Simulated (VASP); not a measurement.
# RhPb: structure and properties in VASP, part 5 of 7

Wanted: the relaxed cell of RhPb and its properties. The start is a cell from a database of measured crystal structures.

VASP 6.6.1; AM05; plane waves and PAW (Rh_pv, Pb_d).

Still holding for the runs below: This run has no spin polarisation. Its electron count is odd, so without a moment it is a metal by construction.

So far. Step 4 (Band structure (AM05)): There is no gap at this level. Step 5 (Total and projected DOS (AM05)): The finer mesh and the other smearing move the Fermi level by +0.15 eV from the 4×4×5 run, one measure of the sampling error in the zero of the bands above. Of the states within 0.3 eV of the Fermi level, the largest shares in the PAW spheres are Rh d 54 % and Pb p 12 %. The rest lies in smaller channels or between the spheres.

## Step 6: Zone-centre phonons (AM05) (continued)

OUTCAR, selected parts (step 6):

```text
   k-points           NKPTS =     28   k-points in BZ     NKDIM =     28   number of bands    NBANDS=     53

   NELECT =      87.0000    total number of electrons

  Total        0.1344740      0.1344740     -0.3461193      0.0000000     -0.0000000      0.0000000
  in kB        1.7560994      1.7560994     -4.5199809      0.0000000     -0.0000000      0.0000000
  external PRESSURE =      -0.3359274 kB  Pullay stress =       0.0000000 kB

 POSITION                                       TOTAL-FORCE (eV/Angst)
 -----------------------------------------------------------------------------------
      2.82361      0.00000      0.00000        -0.000000      0.000000      0.000000
      1.41181      2.44532      0.00000        -0.000000      0.000000      0.000000
     -1.41181      2.44532      0.00000        -0.000000      0.000000      0.000000
     -0.00000      3.26043      2.22110         0.000000      0.000000      0.000000
      2.82361      1.63021      2.22110        -0.000000      0.000000     -0.000000
      0.00000      0.00000      0.00000        -0.000000      0.000000      0.000000
 -----------------------------------------------------------------------------------
    total drift:                               -0.000000      0.000000     -0.000000

 Eigenvectors and eigenvalues of the dynamical matrix
 ----------------------------------------------------

   1 f  =    6.805049 THz    42.757382 2PiTHz  226.991994 cm-1    28.143408 meV
             X         Y         Z           dx          dy          dz
      2.823613  0.000000  0.000000    -0.000000    0.577350   -0.000000
      1.411806  2.445320  0.000000     0.500000   -0.288675   -0.000000
     -1.411806  2.445320  0.000000    -0.500000   -0.288675    0.000000
     -0.000000  3.260427  2.221104     0.000000   -0.000000   -0.000000
      2.823613  1.630214  2.221104     0.000000   -0.000000    0.000000
      0.000000  0.000000  0.000000     0.000000    0.000000   -0.000000

   2 f  =    5.907636 THz    37.118774 2PiTHz  197.057539 cm-1    24.432010 meV
             X         Y         Z           dx          dy          dz
      2.823613  0.000000  0.000000     0.000124    0.560018   -0.000000
      1.411806  2.445320  0.000000    -0.484728   -0.279342   -0.000000
     -1.411806  2.445320  0.000000     0.484605   -0.279556   -0.000000
     -0.000000  3.260427  2.221104     0.000022   -0.100605    0.000000
      2.823613  1.630214  2.221104     0.000022   -0.100605    0.000000
      0.000000  0.000000  0.000000    -0.000044    0.200376   -0.000000

   3 f  =    5.907636 THz    37.118774 2PiTHz  197.057539 cm-1    24.432010 meV
             X         Y         Z           dx          dy          dz
      2.823613  0.000000  0.000000    -0.559271    0.000124   -0.000000
      1.411806  2.445320  0.000000     0.280089   -0.484728   -0.000000
     -1.411806  2.445320  0.000000     0.280303    0.484605   -0.000000
     -0.000000  3.260427  2.221104    -0.100605   -0.000022    0.000000
      2.823613  1.630214  2.221104    -0.100605   -0.000022    0.000000
      0.000000  0.000000  0.000000     0.200376    0.000044   -0.000000

   4 f  =    5.763816 THz    36.215127 2PiTHz  192.260222 cm-1    23.837219 meV
             X         Y         Z           dx          dy          dz
      2.823613  0.000000  0.000000    -0.000000    0.000000    0.431011
      1.411806  2.445320  0.000000    -0.000000   -0.000000    0.431011
     -1.411806  2.445320  0.000000     0.000000    0.000000    0.431011
     -0.000000  3.260427  2.221104    -0.000000   -0.000000   -0.470056
      2.823613  1.630214  2.221104    -0.000000   -0.000000   -0.470056
      0.000000  0.000000  0.000000    -0.000000   -0.000000    0.027982

   5 f  =    4.074397 THz    25.600189 2PiTHz  135.907244 cm-1    16.850343 meV
             X         Y         Z           dx          dy          dz
      2.823613  0.000000  0.000000    -0.000000    0.000000   -0.000000
      1.411806  2.445320  0.000000    -0.000000    0.000000    0.000000
[...]
1.411806  2.445320  0.000000     0.469192   -0.039932    0.000000
     -1.411806  2.445320  0.000000     0.469191    0.039921   -0.000000
     -0.000000  3.260427  2.221104    -0.183910    0.000002   -0.000000
      2.823613  1.630214  2.221104    -0.183910    0.000002    0.000000
      0.000000  0.000000  0.000000    -0.573458    0.000007   -0.000000

   8 f  =    3.456489 THz    21.717760 2PiTHz  115.296058 cm-1    14.294883 meV
             X         Y         Z           dx          dy          dz
      2.823613  0.000000  0.000000    -0.000000    0.000000   -0.000000
      1.411806  2.445320  0.000000     0.000000    0.000000   -0.000000
     -1.411806  2.445320  0.000000    -0.000000    0.000000    0.000000
     -0.000000  3.260427  2.221104     0.000021   -0.707107    0.000000
      2.823613  1.630214  2.221104    -0.000021    0.707107   -0.000000
      0.000000  0.000000  0.000000     0.000000   -0.000000    0.000000

   9 f  =    3.456489 THz    21.717760 2PiTHz  115.296058 cm-1    14.294883 meV
             X         Y         Z           dx          dy          dz
      2.823613  0.000000  0.000000    -0.000000    0.000000    0.000000
      1.411806  2.445320  0.000000    -0.000000    0.000000    0.000000
     -1.411806  2.445320  0.000000    -0.000000    0.000000   -0.000000
     -0.000000  3.260427  2.221104    -0.707107   -0.000021    0.000000
      2.823613  1.630214  2.221104     0.707107    0.000021   -0.000000
      0.000000  0.000000  0.000000     0.000000   -0.000000    0.000000

  10 f  =    3.020594 THz    18.978949 2PiTHz  100.756156 cm-1    12.492166 meV
             X         Y         Z           dx          dy          dz
      2.823613  0.000000  0.000000    -0.000000    0.000000    0.408540
      1.411806  2.445320  0.000000    -0.000000   -0.000000    0.407956
     -1.411806  2.445320  0.000000    -0.000000    0.000000   -0.816497
     -0.000000  3.260427  2.221104     0.000000   -0.000000   -0.000000
      2.823613  1.630214  2.221104    -0.000000   -0.000000   -0.000000
      0.000000  0.000000  0.000000     0.000000    0.000000    0.000000

  11 f  =    3.020594 THz    18.978949 2PiTHz  100.756156 cm-1    12.492166 meV
             X         Y         Z           dx          dy          dz
      2.823613  0.000000  0.000000    -0.000000    0.000000    0.706938
      1.411806  2.445320  0.000000    -0.000000    0.000000   -0.707275
     -1.411806  2.445320  0.000000    -0.000000    0.000000    0.000337
     -0.000000  3.260427  2.221104     0.000000    0.000000   -0.000000
      2.823613  1.630214  2.221104     0.000000    0.000000    0.000000
      0.000000  0.000000  0.000000    -0.000000    0.000000   -0.000000

  12 f  =    2.268820 THz    14.255417 2PiTHz   75.679694 cm-1     9.383082 meV
             X         Y         Z           dx          dy          dz
      2.823613  0.000000  0.000000    -0.000038    0.020179    0.000000
      1.411806  2.445320  0.000000     0.116197    0.221442   -0.000000
     -1.411806  2.445320  0.000000    -0.116219    0.221472    0.000000
     -0.000000  3.260427  2.221104     0.000063   -0.483451    0.000000
      2.823613  1.630214  2.221104     0.000063   -0.483451    0.000000
      0.000000  0.000000  0.000000    -0.000083    0.638003   -0.000000

  13 f  =    2.268820 THz    14.255417 2PiTHz   75.679694 cm-1     9.383082 meV
             X         Y         Z           dx          dy          dz
      2.823613  0.000000  0.000000    -0.288550   -0.000003    0.000000
      1.411806  2.445320  0.000000    -0.087287   -0.116237    0.000000
     -1.411806  2.445320  0.000000    -0.087257    0.116179    0.000000
     -0.000000  3.260427  2.221104     0.483451    0.000063    0.000000
      2.823613  1.630214  2.221104     0.483451    0.000063    0.000000
      0.000000  0.000000  0.000000    -0.638003   -0.000083   -0.000000
    [... 43 further lines ...]
      2.823613  1.630214  2.221104     0.000000   -0.000000    0.000000
      0.000000  0.000000  0.000000    -0.000000   -0.000000   -0.000000

 ELASTIC MODULI CONTR FROM IONIC RELAXATION (kBar)
 Direction    XX          YY          ZZ          XY          YZ          ZX
 --------------------------------------------------------------------------------
 XX         -54.9684     54.9684      0.0000     -0.0000      0.0000      0.0000
 YY          54.9684    -54.9684      0.0000      0.0000      0.0000     -0.0000
 ZZ           0.0000      0.0000      0.0000      0.0000      0.0000      0.0000
 XY          -0.0000      0.0000      0.0000    -54.9684      0.0000     -0.0000
 YZ           0.0000      0.0000      0.0000      0.0000      0.0000      0.0000
 ZX           0.0000     -0.0000      0.0000     -0.0000      0.0000     -0.0000
 --------------------------------------------------------------------------------

[... 7 parts as in an earlier step ...]

[... 3 further parts left out ...]
```

Energies printed during the response cycles are not total energies of the cell.

Numbers from this step:

```yaml
bands: 53
pressure_of_the_cell: -0.03359 GPa
largest_force_of_the_cell: 0 eV/Å
fermi_energy: 9.299 eV
```

The modes at Γ (shares of kinetic energy by element, %) (negative means imaginary):

```csv
mode,frequency (cm⁻¹),symmetry,Rh %,Pb %
1,-70.9,Bu,100,0
2,-0.2,acoustic,33,67
3,-0.1,acoustic,33,67
4,-0.1,acoustic,33,67
5,55.2,A2u,11,89
6,75.7,E1u,13,87
7,75.7,E1u,13,87
8,100.8,E2u,100,0
9,100.8,E2u,100,0
10,115.3,E2g,0,100
11,115.3,E2g,0,100
12,124.8,E1u,60,40
13,124.8,E1u,60,40
14,135.9,Bg,0,100
15,192.3,A2u,56,44
16,197.1,E1u,94,6
17,197.1,E1u,94,6
18,227.0,Bu,100,0
```

Displacements in mode 1 (-70.9 cm⁻¹), the largest set to 1:
```
Rh1  1.00  0.00  0.00
Rh2 -0.50 -0.87  0.00
Rh3 -0.50  0.87  0.00
Pb4  0.00  0.00  0.00
Pb5  0.00  0.00  0.00
Pb6  0.00  0.00  0.00
```

Displacements in mode 8 (100.8 cm⁻¹), the largest set to 1:
```
Rh1  0.00  0.00  1.00
Rh2  0.00  0.00 -1.00
Rh3  0.00  0.00  0.00
Pb4  0.00  0.00  0.00
Pb5  0.00  0.00  0.00
Pb6  0.00  0.00  0.00
```

The three acoustic modes lie within 0.2 cm⁻¹ of zero, but one optical mode is imaginary, so the cell is a saddle point and not a minimum. By the characters of their eigenvectors the optical modes sort into (cm⁻¹) Raman active: E2g 115; infrared active: A2u 55, E1u 76, E1u 125, A2u 192, E1u 197; silent: Bu 71i, E2u 101, Bg 136, Bu 227. B labels carry no number here, since it depends on the setting of the axes. With a centre of inversion no mode is active in both.

## Step 7: Volume scan with AM05

An equation of state needs energies on both sides of the minimum, all on one mesh and cutoff.

File INCAR:

```
SYSTEM = RhPb
PREC = Accurate
ENCUT = 400
EDIFF = 1E-06
NELM = 100
ISMEAR = 1
SIGMA = 0.2
LREAL = .FALSE.
ALGO = Normal
GGA = AM
NBANDS = 53
LASPH = .TRUE.
LORBIT = 11
LWAVE = .FALSE.
LCHARG = .FALSE.
KPAR = 4
ISIF = 2
```

File POSCAR:

```
RhPb
1.0
    5.5319435774      0.0000000000      0.0000000000
   -2.7659717887      4.7908036703      0.0000000000
    0.0000000000      0.0000000000      4.3515251021
Rh Pb
3 3
Direct
    0.5000000000      0.0000000000      0.0000000000
    0.5000000000      0.5000000000      0.0000000000
    0.0000000000      0.5000000000      0.0000000000
    0.3333333333      0.6666666667      0.5000000000
    0.6666666667      0.3333333333      0.5000000000
    0.0000000000      0.0000000000      0.0000000000
```

File KPOINTS:

```
Automatic mesh
0
Gamma
4 4 5
0 0 0
```

PAW data sets: Rh_pv and Pb_d (PBE family, release 64).

Run with:

```sh
mpirun -np 4 vasp_std
```

The log of the run:

```text
[... set-up lines as in an earlier step ...]
 entering main loop
       N       E                     dE             d eps       ncg     rms          rms(c)
DAV:   1     0.114111433471E+04    0.11411E+04   -0.40100E+04  1312   0.179E+03
DAV:   2     0.824613594204E+02   -0.10587E+04   -0.10282E+04  1310   0.574E+02
DAV:   3    -0.305172170963E+02   -0.11298E+03   -0.10827E+03  1401   0.213E+02
DAV:   4    -0.359167942051E+02   -0.53996E+01   -0.53525E+01  1587   0.476E+01
DAV:   5    -0.361037607889E+02   -0.18697E+00   -0.18689E+00  1774   0.835E+00    0.150E+01
DAV:   6    -0.350529086026E+02    0.10509E+01   -0.11371E+00  1545   0.915E+00    0.767E+00
DAV:   7    -0.347608159723E+02    0.29209E+00   -0.97470E-01  1673   0.689E+00    0.776E-01
DAV:   8    -0.347605826391E+02    0.23333E-03   -0.99618E-02  1483   0.276E+00    0.241E-01
DAV:   9    -0.347605375302E+02    0.45109E-04   -0.58745E-03  1726   0.579E-01    0.117E-01
DAV:  10    -0.347605828023E+02   -0.45272E-04   -0.41590E-04  1682   0.227E-01    0.475E-02
DAV:  11    -0.347606462782E+02   -0.63476E-04   -0.11592E-04  1557   0.615E-02    0.153E-02
DAV:  12    -0.347606512978E+02   -0.50197E-05   -0.13187E-05  1465   0.345E-02    0.653E-03
DAV:  13    -0.347606526906E+02   -0.13928E-05   -0.37886E-06  1054   0.125E-02    0.146E-03
DAV:  14    -0.347606528899E+02   -0.19929E-06   -0.44109E-07   869   0.413E-03
   1 F= -.34760653E+02 E0= -.34761006E+02  d E =0.105982E-02
```

Elapsed: 27 s, on 4 MPI ranks of AMD EPYC 7R43, shared host; peak memory 0.7 GiB; 1.7 min of CPU time.

OUTCAR, selected parts (step 7):

```text
   ENCUT  =  400.0 eV  29.40 Ry    5.42 a.u.   9.02  9.02  7.10*2*pi/ulx,y,z

   NELECT =      87.0000    total number of electrons

 E-fermi :  10.1043

 k-point     1 :       0.0000    0.0000    0.0000
  band No.  band energies     occupation
    ...
     39       9.1123      2.00000
     40       9.2186      2.00000
     41       9.2186      2.00000
     42       9.2608      2.00000
     43       9.2608      2.00000
     44      10.3109     -0.05641
     45      10.9431     -0.00000
     46      12.4375     -0.00000
     47      12.4375     -0.00000
     48      13.3324     -0.00000
    ...

  Total        6.7769715      6.7769715      6.7939501      0.0000000     -0.0000000      0.0000000
  in kB       94.1496336     94.1496336     94.3855094      0.0000000     -0.0000000      0.0000000
  external PRESSURE =      94.2282589 kB  Pullay stress =       0.0000000 kB

 POSITION                                       TOTAL-FORCE (eV/Angst)
 -----------------------------------------------------------------------------------
      2.76597      0.00000      0.00000         0.000000      0.000000      0.000000
      1.38299      2.39540      0.00000         0.000000      0.000000      0.000000
     -1.38299      2.39540      0.00000         0.000000      0.000000      0.000000
     -0.00000      3.19387      2.17576        -0.000000     -0.000000     -0.000000
      2.76597      1.59693      2.17576         0.000000      0.000000      0.000000
      0.00000      0.00000      0.00000         0.000000      0.000000      0.000000
 -----------------------------------------------------------------------------------
    total drift:                                0.000000      0.000000     -0.000000

  FREE ENERGIE OF THE ION-ELECTRON SYSTEM (eV)
  ---------------------------------------------------
  free  energy   TOTEN  =       -34.7606528899 eV

  energy  without entropy=      -34.7617127095  energy(sigma->0) =      -34.76100616

[... 3 parts as in an earlier step ...]

[... 13 further parts left out ...]
```

The scan keeps the cell's shape and the fractional positions fixed.

This step gave:

- irreducible k-points: 12
- free energy (TOTEN): -34.76 eV
- energy at zero smearing: -34.76 eV
- Fermi energy: 10.10 eV
- pressure: 9.423 GPa

The pressure here is 9.42 GPa.

## Step 8: Volume scan with AM05 (run 2)

INCAR is that of step 7.

Changes to POSCAR since step 7:

```diff
@@ -2,5 +2,5 @@
 1.0
-    5.5319435774      0.0000000000      0.0000000000
-   -2.7659717887      4.7908036703      0.0000000000
-    0.0000000000      0.0000000000      4.3515251021
+    5.5709022101      0.0000000000      0.0000000000
+   -2.7854511050      4.8245428359      0.0000000000
+    0.0000000000      0.0000000000      4.3821706547
 Rh Pb
```

KPOINTS is that of step 7.

Run with:

```sh
mpirun -np 4 vasp_std
```

The log of the run:

```text
[... set-up lines as in an earlier step ...]
 entering main loop
       N       E                     dE             d eps       ncg     rms          rms(c)
DAV:   1     0.113711479829E+04    0.11371E+04   -0.40480E+04  1336   0.177E+03
DAV:   2     0.859641779554E+02   -0.10512E+04   -0.10232E+04  1303   0.570E+02
DAV:   3    -0.303568433745E+02   -0.11632E+03   -0.11057E+03  1414   0.214E+02
DAV:   4    -0.360223592378E+02   -0.56655E+01   -0.56031E+01  1611   0.483E+01
DAV:   5    -0.362076721864E+02   -0.18531E+00   -0.18522E+00  1801   0.811E+00    0.141E+01
DAV:   6    -0.351726172639E+02    0.10351E+01   -0.11538E+00  1538   0.901E+00    0.712E+00
DAV:   7    -0.348854008471E+02    0.28722E+00   -0.93219E-01  1673   0.676E+00    0.776E-01
DAV:   8    -0.348853672381E+02    0.33609E-04   -0.92695E-02  1515   0.277E+00    0.182E-01
DAV:   9    -0.348857309275E+02   -0.36369E-03   -0.53567E-03  1555   0.562E-01    0.948E-02
DAV:  10    -0.348858003748E+02   -0.69447E-04   -0.34547E-04  1685   0.180E-01    0.489E-02
DAV:  11    -0.348858597474E+02   -0.59373E-04   -0.13690E-04  1514   0.726E-02    0.112E-02
DAV:  12    -0.348858643085E+02   -0.45610E-05   -0.13019E-05  1484   0.390E-02    0.853E-03
DAV:  13    -0.348858660841E+02   -0.17756E-05   -0.55414E-06  1118   0.110E-02    0.180E-03
DAV:  14    -0.348858662834E+02   -0.19936E-06   -0.59980E-07   937   0.105E-02
   1 F= -.34885866E+02 E0= -.34886139E+02  d E =0.816848E-03
```

Run time: 37 s. Hardware: 4 MPI ranks; peak memory 0.72 GiB.

OUTCAR, selected parts (step 8):

```text
   ENCUT  =  400.0 eV  29.40 Ry    5.42 a.u.   9.08  9.08  7.15*2*pi/ulx,y,z

   NELECT =      87.0000    total number of electrons

 E-fermi :   9.7865

 k-point     1 :       0.0000    0.0000    0.0000
  band No.  band energies     occupation
    ...
     39       8.8337      2.00000
     40       8.9302      2.00000
     41       8.9302      2.00000
     42       8.9710      2.00000
     43       8.9710      2.00000
     44       9.9446      0.02484
     45      10.5999     -0.00000
     46      12.0640     -0.00000
     47      12.0640     -0.00000
     48      12.9723     -0.00000
    ...

  Total        4.3079877      4.3079877      4.3392778      0.0000000      0.0000000      0.0000000
  in kB       58.6022177     58.6022177     59.0278618      0.0000000      0.0000000      0.0000000
  external PRESSURE =      58.7440990 kB  Pullay stress =       0.0000000 kB

 POSITION                                       TOTAL-FORCE (eV/Angst)
 -----------------------------------------------------------------------------------
      2.78545      0.00000      0.00000         0.000000      0.000000      0.000000
      1.39273      2.41227      0.00000         0.000000      0.000000      0.000000
     -1.39273      2.41227      0.00000         0.000000      0.000000      0.000000
     -0.00000      3.21636      2.19109         0.000000     -0.000000      0.000000
      2.78545      1.60818      2.19109        -0.000000      0.000000     -0.000000
      0.00000      0.00000      0.00000         0.000000      0.000000      0.000000
 -----------------------------------------------------------------------------------
    total drift:                                0.000000      0.000000     -0.000000

  FREE ENERGIE OF THE ION-ELECTRON SYSTEM (eV)
  ---------------------------------------------------
  free  energy   TOTEN  =       -34.8858662834 eV

  energy  without entropy=      -34.8866831310  energy(sigma->0) =      -34.88613857

[... 3 parts as in an earlier step ...]

[... 13 further parts left out ...]
```

This step gave:

- free energy (TOTEN): -34.89 eV
- energy at zero smearing: -34.89 eV
- Fermi energy: 9.787 eV
- pressure: 5.874 GPa

The pressure falls from 9.42 to 5.87 GPa.

The run ends at a pressure of 5.87 GPa.

[end of part 5 of 7]

[Lines on the potential files, build, host, timing and source positions are cut from VASP's logs without a mark.]

[Logs are printed without paths, hosts, clocks, repeated set-up lines and the standing remarks that a program may print on its own settings, such as how far it seeks lower states.]

[Hosts, paths, dates, database ids (printed as entryN), source tags and the programs' standing remarks are cut or masked in the printed files.]

[A measured line is paired with the nearest computed mode of its activity, which favours agreement.]
